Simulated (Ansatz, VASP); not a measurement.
This is a calculation of HfGe for Ansatz 0.2.0.

File input.yaml:

```yaml
crystal:
  lattice:
    - [3.09087936, 0.0, 0.0]
    - [0.0, 3.09087936, 0.0]
    - [0.0, 0.0, 4.1084277]
  atoms:
    - { symbol: Hf, position: [0.5, 0.5, 0.0] }
    - { symbol: Ge, position: [0.0, 0.0, 0.0] }
hamiltonian:
  xc: pbe
  pseudopotentials: { kind: paw }
kpoints:
  mp_grid: { grid: [8, 8, 7] }
scf:
  occupations: { method: fermi_dirac, width: 0.05 }
output:
  forces: true
  stress: true
  eigenvalues: true
```

Potentials or basis: Ansatz PAW.

Run with:

```sh
$ ansatz run input.yaml --threads 2 --pin off --max-ram 5632MiB --backend cpu --events-out ev --progress --plain --runs-dir out
```

**Question.** Translate it to VASP 6.6.1. Potentials there: VASP PAW PBE potentials, release 64 (Hf_pv, Ge_d).

**Answer.** As run (the cutoff follows the program's own potentials):

The input INCAR:

```
SYSTEM = HfGe
ALGO = Normal
EDIFF = 1E-7
ENCUT = 520
GGA = PE
ISIF = 2
ISMEAR = -1
LASPH = .TRUE.
LCHARG = .FALSE.
LREAL = .FALSE.
LWAVE = .FALSE.
NELM = 100
PREC = Accurate
SIGMA = 0.05
```

The input KPOINTS:

```
k-points
0
G
  8 8 7
  0 0 0
```

POSCAR

```
HfGe
1.0
    3.0908793600      0.0000000000      0.0000000000
    0.0000000000      3.0908793600      0.0000000000
    0.0000000000      0.0000000000      4.1084277000
Hf Ge
1 1
Direct
    0.5000000000      0.5000000000      0.0000000000
    0.0000000000      0.0000000000      0.0000000000
```

Potentials or basis: VASP PAW PBE potentials, release 64 (Hf_pv, Ge_d).

Run with:

```console
$ cat potpaw_PBE.64/Hf_pv/POTCAR potpaw_PBE.64/Ge_d/POTCAR > POTCAR
$ mpirun -np 1 vasp_std > vasp.out
```

Both were run:

|  | VASP | Ansatz | Ansatz less VASP |
| --- | --- | --- | --- |
| gap on the k mesh at the Fermi level (eV) | none | none | - |
| pressure (GPa) | 93.2 | 92.9 | -0.36 |
| largest component of the traceless stress (GPa) | 95.48 | 95.27 | -0.214 |

A gap of «none» marks a metal or a gap that the smearing closes. The two sets of potentials don't hold the same shells in valence.

Caveats: the cell as given lies far from equilibrium. The runs have no spin-orbit coupling, so splittings on Hf are missing.
